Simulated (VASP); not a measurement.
Crystal: ScAl3N4.

```
Al Sc N
1.0
     6.37400    0.00000    0.00000
    -3.18700    5.52005    0.00000
     0.00000    0.00000    4.95700
Al Sc N
6 2 8
Cartesian
  0.0000 1.8400 0.0000
  -1.5935 4.6000 0.0000
  3.1870 1.8400 0.0000
  0.0000 3.6800 2.4785
  4.7805 0.9200 2.4785
  3.1870 3.6800 2.4785
  1.5935 4.6000 0.0000
  1.5935 0.9200 2.4785
  0.0000 1.8400 1.8936
  -1.5935 4.6000 1.8936
  3.1870 1.8400 1.8936
  1.5935 4.6000 1.8936
  1.5935 0.9200 4.3721
  0.0000 3.6800 4.3721
  4.7805 0.9200 4.3721
  3.1870 3.6800 4.3721
```

The cell comes from a database or a generator and needn't be the stable form of this composition.

| Quantity | Value |
| --- | --- |
| Program | VASP 6.6.1 |
| Task | relaxation of cell and atoms |
| Functional | PBEsol |
| Potentials or basis | VASP PAW PBE potentials, release 64 (Al, Sc_sv, N) |
| Cutoff | 520 eV |
| k mesh | 4 × 4 × 5 |
| Occupations | gaussian, width 0.03 eV |
| Spin | no spin polarisation |

At the start: pressure 11.0 GPa; volume 10.90 Å³/atom.

Question: Where does the relaxation end?

Answer: Over 15 steps the energy falls by 116.2 meV/atom and the volume is 11.31 Å³/atom (+3.8 %); space group P6_3mc (No. 186, to 0.05 Å).

The path:
| step | energy change (eV) | largest force (eV/Å) | pressure (GPa) | volume (Å³) |
| --- | --- | --- | --- | --- |
| 1 | 0.0000 | 3.9373 | 10.98 | 174.41 |
| 2 | -1.1253 | 1.0894 | -11.42 | 193.93 |
| 3 | -1.6707 | 0.6369 | -4.65 | 185.97 |
| 4 | -1.8423 | 0.1542 | 1.88 | 179.33 |
| 5 | -1.8493 | 0.1477 | 0.72 | 180.40 |
| 6 | -1.8569 | 0.0591 | -0.09 | 181.22 |
| 7 | -1.8570 | 0.0592 | -0.05 | 181.17 |
| 8 | -1.8583 | 0.0216 | -0.11 | 181.20 |
| 9 | -1.8584 | 0.0280 | -0.13 | 181.21 |
| 10 | -1.8593 | 0.0210 | 0.02 | 181.02 |
| 11 | -1.8594 | 0.0273 | 0.06 | 180.94 |
| 12 | -1.8594 | 0.0285 | 0.09 | 180.92 |
| 13 | -1.8596 | 0.0143 | -0.03 | 181.04 |
| 14 | -1.8596 | 0.0120 | -0.07 | 181.06 |
| 15 | -1.8596 | 0.0043 | 0.00 | 180.99 |

Final structure:
```
Al Sc N
1.0
     6.45317    0.00000    0.00000
    -3.22659    5.58861    0.00000
     0.00000    0.00000    5.01866
Al Sc N
6 2 8
Direct
  0.16257 0.33743 0.99930
  0.16257 0.82515 0.99930
  0.67485 0.33743 0.99930
  0.32515 0.66257 0.49930
  0.83743 0.17485 0.49930
  0.83743 0.66257 0.49930
  0.66667 0.83333 0.98622
  0.33333 0.16667 0.48622
  0.15674 0.34326 0.37665
  0.15674 0.81348 0.37665
  0.68652 0.34326 0.37665
  0.66667 0.83333 0.41394
  0.33333 0.16667 0.91394
  0.31348 0.65674 0.87665
  0.84326 0.18652 0.87665
  0.84326 0.65674 0.87665
```

Caveat: the PAW data sets were made with another functional, which shifts forces and pressure a little.
